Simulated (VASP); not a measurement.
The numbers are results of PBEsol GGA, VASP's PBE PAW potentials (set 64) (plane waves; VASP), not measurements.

A VASP calculation is set up with these files.

INCAR:
```
ALGO=Normal
EDIFF=1E-7
EDIFFG=-0.01
ENCUT=520
GGA=PS
IBRION=2
ISIF=4
ISMEAR=0
LASPH=.TRUE.
LCHARG=.FALSE.
LMAXMIX=4
LREAL=.FALSE.
LWAVE=.FALSE.
NELM=100
NSW=30
PREC=Accurate
SIGMA=0.05
SYSTEM=SnSe2
```

**POSCAR**
```
SnSe2
1
    1.9099133186    -3.3080671189     0.0000000000
    1.9099133186     3.3080671189     0.0000000000
    0.0000000000     0.0000000000     6.2570676092
Sn Se
1 2
Direct
  0.0000000000   0.0000000000   0.0000000000
  0.3333330000   0.6666670000   0.2531709756
  0.6666670000   0.3333330000   0.7468290244
```

**KPOINTS**
```
Automatic mesh
0
Gamma
7 7 4
0 0 0
```

POTCAR, in this order: Sn_d Se (PBE.64 set). Program: vasp_std.

Output

File OUTCAR:
```
 ion  position               nearest neighbor table
   1  0.000  0.000  0.000-   2 2.72   3 2.72   3 2.72   2 2.72   3 2.72   2 2.72
   2  0.333  0.667  0.253-   1 2.72   1 2.72   1 2.72
   3  0.667  0.333  0.747-   1 2.72   1 2.72   1 2.72
  LATTYP: Found a hexagonal cell.
 ALAT       =     3.8198268217
 C/A-ratio  =     1.6380500743
 Subroutine PRICEL returns:
 Original cell was already a primitive cell.
 Subroutine GETGRP returns: Found 12 space group operations
The static configuration has the point symmetry D_3d.
The dynamic configuration has the point symmetry D_3d.
 Subroutine INISYM returns: Found 12 space group operations
 Subroutine IBZKPT returns following result:
 Found     28 irreducible k-points:

 Following reciprocal coordinates:
            Coordinates               Weight
  0.000000  0.000000  0.000000      1.000000
  0.142857 -0.000000  0.000000      6.000000
  0.285714 -0.000000  0.000000      6.000000
  0.428571 -0.000000  0.000000      6.000000
  0.142857  0.142857  0.000000      6.000000
  0.285714  0.142857  0.000000     12.000000
  0.428571  0.142857  0.000000      6.000000
  0.285714  0.285714  0.000000      6.000000
  0.000000  0.000000  0.250000      2.000000
  0.142857 -0.000000  0.250000      6.000000
 -0.000000  0.142857  0.250000      6.000000
  0.285714 -0.000000  0.250000      6.000000
 -0.000000  0.285714  0.250000      6.000000
  0.428571 -0.000000  0.250000      6.000000
 -0.000000  0.428571  0.250000      6.000000
  0.142857  0.142857  0.250000     12.000000
  0.285714  0.142857  0.250000     12.000000
 -0.142857  0.428571  0.250000     12.000000
  0.428571  0.142857  0.250000     12.000000
  0.285714  0.285714  0.250000     12.000000
  0.000000  0.000000  0.500000      1.000000
  0.142857 -0.000000  0.500000      6.000000
  0.285714 -0.000000  0.500000      6.000000
  0.428571 -0.000000  0.500000      6.000000
  0.142857  0.142857  0.500000      6.000000
  0.285714  0.142857  0.500000     12.000000
  0.428571  0.142857  0.500000      6.000000
  0.285714  0.285714  0.500000      6.000000
   k-points           NKPTS =     28   k-points in BZ     NKDIM =     28   number of bands    NBANDS=     17
   number of dos      NEDOS =    301   number of ions     NIONS =      3
   total plane-waves  NPLWV =  37632
   dimension x,y,z NGX =    28 NGY =   28 NGZ =   48
   dimension x,y,z NGXF=    56 NGYF=   56 NGZF=   96
   ions per type =               1   2
   PREC   = accura    normal or accurate (medium, high low for compatibility)
   ISTART =      0    job   : 0-new  1-cont  2-samecut
   ICHARG =      2    charge: 1-file 2-atom 10-const
   ISPIN  =      1    spin polarized calculation?
   LNONCOLLINEAR =      F non collinear calculations
   LSORBIT =      F    spin-orbit coupling
   INIWAV =      1    electr: 0-lowe 1-rand  2-diag
   ENCUT  =  520.0 eV  38.22 Ry    6.18 a.u.   7.10  7.10 11.63*2*pi/ulx,y,z
   NELM   =    100;   NELMIN=  2; NELMDL= -5     # of ELM steps
   EDIFF  = 0.1E-06   stopping-criterion for ELM
   LREAL  =      F    real-space projection
   NLSPLINE    = F    spline interpolate recip. space projectors
   LMAXMIX     =    4 max onsite mixed and CHGCAR
   VOSKOWN=      0    Vosko Wilk Nusair interpolation
   EDIFFG = -.1E-01   stopping-criterion for IOM
   NSW    =     30    number of steps for IOM
   NBLOCK =      1;   KBLOCK =     30    inner block; outer block
   IBRION =      2    ionic relax: 0-MD 1-quasi-New 2-CG
   NFREE  =      1    steps in history (QN), initial steepest desc. (CG)
   ISIF   =      4    stress and relaxation
   ISYM   =      2    0-nonsym 1-usesym 2-fastsym
   TEIN   =    0.0    initial temperature
   TEBEG  =    0.0;   TEEND  =   0.0 temperature during run
...
```

### OSZICAR
```
       N       E                     dE             d eps       ncg     rms          rms(c)
DAV:   1     0.197360653768E+03    0.19736E+03   -0.12494E+04   970   0.172E+03
DAV:   2     0.930948025665E+01   -0.18805E+03   -0.18381E+03  1026   0.402E+02
DAV:   3    -0.125441009398E+02   -0.21854E+02   -0.21301E+02  1244   0.122E+02
DAV:   4    -0.132305693707E+02   -0.68647E+00   -0.68584E+00  1158   0.228E+01
DAV:   5    -0.132464566961E+02   -0.15887E-01   -0.15885E-01  1462   0.359E+00    0.491E+00
DAV:   6    -0.130057368639E+02    0.24072E+00   -0.55391E-01  1427   0.889E+00    0.313E+00
DAV:   7    -0.129793962556E+02    0.26341E-01   -0.14389E-01  1197   0.296E+00    0.886E-01
DAV:   8    -0.129774706652E+02    0.19256E-02   -0.11226E-02  1216   0.109E+00    0.248E-01
DAV:   9    -0.129775032548E+02   -0.32590E-04   -0.10638E-03  1089   0.269E-01    0.711E-02
DAV:  10    -0.129775060581E+02   -0.28033E-05   -0.10016E-04  1356   0.697E-02    0.270E-02
DAV:  11    -0.129775188219E+02   -0.12764E-04   -0.25954E-05  1029   0.308E-02    0.630E-03
DAV:  12    -0.129775189186E+02   -0.96628E-07   -0.11997E-06  1328   0.951E-03    0.491E-03
DAV:  13    -0.129775192440E+02   -0.32546E-06   -0.93783E-07  1047   0.572E-03    0.130E-03
DAV:  14    -0.129775192625E+02   -0.18500E-07   -0.46360E-08   823   0.155E-03
   1 F= -.12977519E+02 E0= -.12977519E+02  d E =-.129775E+02
       N       E                     dE             d eps       ncg     rms          rms(c)
DAV:   1    -0.129776099799E+02   -0.90736E-04   -0.62740E-03   964   0.377E-01    0.240E-02
DAV:   2    -0.129776342548E+02   -0.24275E-04   -0.31585E-04  1261   0.952E-02    0.778E-03
DAV:   3    -0.129776331102E+02    0.11446E-05   -0.36212E-06  1050   0.143E-02    0.538E-03
DAV:   4    -0.129776324489E+02    0.66129E-06   -0.69716E-07  1263   0.657E-03    0.209E-03
DAV:   5    -0.129776321879E+02    0.26103E-06   -0.13125E-07   657   0.325E-03    0.601E-04
DAV:   6    -0.129776321785E+02    0.93391E-08   -0.28591E-08   542   0.181E-03
   2 F= -.12977632E+02 E0= -.12977632E+02  d E =-.112916E-03
       N       E                     dE             d eps       ncg     rms          rms(c)
DAV:   1    -0.129776118347E+02    0.20353E-04   -0.14384E-02   954   0.571E-01    0.364E-02
DAV:   2    -0.129776680583E+02   -0.56224E-04   -0.72551E-04  1248   0.144E-01    0.118E-02
DAV:   3    -0.129776657185E+02    0.23398E-05   -0.83306E-06  1037   0.218E-02    0.813E-03
DAV:   4    -0.129776644738E+02    0.12447E-05   -0.16020E-06  1276   0.995E-03    0.318E-03
DAV:   5    -0.129776640452E+02    0.42864E-06   -0.33690E-07  1016   0.494E-03    0.101E-03
DAV:   6    -0.129776640302E+02    0.14946E-07   -0.31808E-08   524   0.163E-03
   3 F= -.12977664E+02 E0= -.12977664E+02  d E =-.144768E-03
       N       E                     dE             d eps       ncg     rms          rms(c)
DAV:   1    -0.129776671725E+02   -0.31274E-05   -0.14201E-03   954   0.179E-01    0.116E-02
DAV:   2    -0.129776729499E+02   -0.57774E-05   -0.71036E-05  1240   0.452E-02    0.366E-03
DAV:   3    -0.129776729533E+02   -0.33092E-08   -0.81931E-07  1033   0.686E-03
   4 F= -.12977673E+02 E0= -.12977673E+02  d E =-.153691E-03
       N       E                     dE             d eps       ncg     rms          rms(c)
DAV:   1    -0.129778679998E+02   -0.19505E-03   -0.96961E-03   956   0.673E-01    0.722E-02
DAV:   2    -0.129777769639E+02    0.91036E-04   -0.58940E-04  1064   0.289E-01    0.405E-02
DAV:   3    -0.129777294195E+02    0.47544E-04   -0.93243E-05  1309   0.117E-01    0.169E-02
DAV:   4    -0.129777248656E+02    0.45539E-05   -0.17018E-05  1282   0.458E-02    0.465E-03
DAV:   5    -0.129777247035E+02    0.16209E-06   -0.22794E-06  1422   0.139E-02    0.176E-03
DAV:   6    -0.129777247179E+02   -0.14366E-07   -0.28117E-07   951   0.508E-03
   5 F= -.12977725E+02 E0= -.12977725E+02  d E =-.517646E-04
       N       E                     dE             d eps       ncg     rms          rms(c)
DAV:   1    -0.129780687445E+02   -0.34404E-03   -0.21334E-02   955   0.998E-01    0.106E-01
DAV:   2    -0.129778718830E+02    0.19686E-03   -0.12921E-03  1047   0.423E-01    0.597E-02
DAV:   3    -0.129777689201E+02    0.10296E-03   -0.20455E-04  1289   0.173E-01    0.250E-02
DAV:   4    -0.129777590624E+02    0.98577E-05   -0.37435E-05  1265   0.678E-02    0.694E-03
DAV:   5    -0.129777586811E+02    0.38131E-06   -0.49166E-06  1396   0.208E-02    0.263E-03
DAV:   6    -0.129777587134E+02   -0.32344E-07   -0.64772E-07  1072   0.766E-03
   6 F= -.12977759E+02 E0= -.12977759E+02  d E =-.857602E-04
```

**OUTCAR**
```
------------------------ aborting loop because EDIFF is reached ----------------------------------------
  FORCE on cell =-STRESS in cart. coord.  units (eV):
  Direction    XX          YY          ZZ          XY          YZ          ZX
  --------------------------------------------------------------------------------------
  Total       -0.1242155     -0.1242155     -0.1326864      0.0000000      0.0000000      0.0000000
  in kB       -2.5170822     -2.5170825     -2.6887356      0.0000000      0.0000000      0.0000000
  external PRESSURE =      -2.5743001 kB  Pullay stress =       0.0000000 kB
  volume of cell :       79.07
      direct lattice vectors                 reciprocal lattice vectors
     1.911968462 -3.311626730 -0.000000000     0.261510590 -0.150983200  0.000000000
     1.911968462  3.311626730  0.000000000     0.261510590  0.150983200 -0.000000000
     0.000000000  0.000000000  6.243623604    -0.000000000 -0.000000000  0.160163402
 POSITION                                       TOTAL-FORCE (eV/Angst)
 -----------------------------------------------------------------------------------
      0.00000     -0.00000     -0.00000         0.000000      0.000000      0.000000
      1.91197      1.10388      1.58705        -0.000000      0.000000     -0.001029
      1.91197     -1.10388      4.65658        -0.000000     -0.000000      0.001029
 -----------------------------------------------------------------------------------
    total drift:                                0.000000      0.000000      0.000000
  FREE ENERGIE OF THE ION-ELECTRON SYSTEM (eV)
  ---------------------------------------------------
  free  energy   TOTEN  =       -12.9777587134 eV

  energy  without entropy=      -12.9777587134  energy(sigma->0) =      -12.97775871

 reached required accuracy - stopping structural energy minimisation
```
(Selected blocks of OUTCAR.)

### CONTCAR
```
SnSe2
   1.00000000000000
     1.9119684618779875   -3.3116267301511604   -0.0000000000000000
     1.9119684618779875    3.3116267301511604    0.0000000000000000
     0.0000000000000000    0.0000000000000001    6.2436236044055402
  Sn              Se
     1     2
Direct
     0.0000000000000000    0.0000000000000000    0.0000000000000000
     0.3333330000000032    0.6666669999999968    0.2541868881770917
     0.6666669999999968    0.3333330000000032    0.7458131118229082
```

Without a dispersion term in the relaxation, distances and binding between the weakly bound layers, chains or molecules are unreliable, and so is what depends on them.

The compound is SnSe2 in the 1T layered structure. This run relaxes it. Symmetry was kept, so distortions that lower it aren't found.
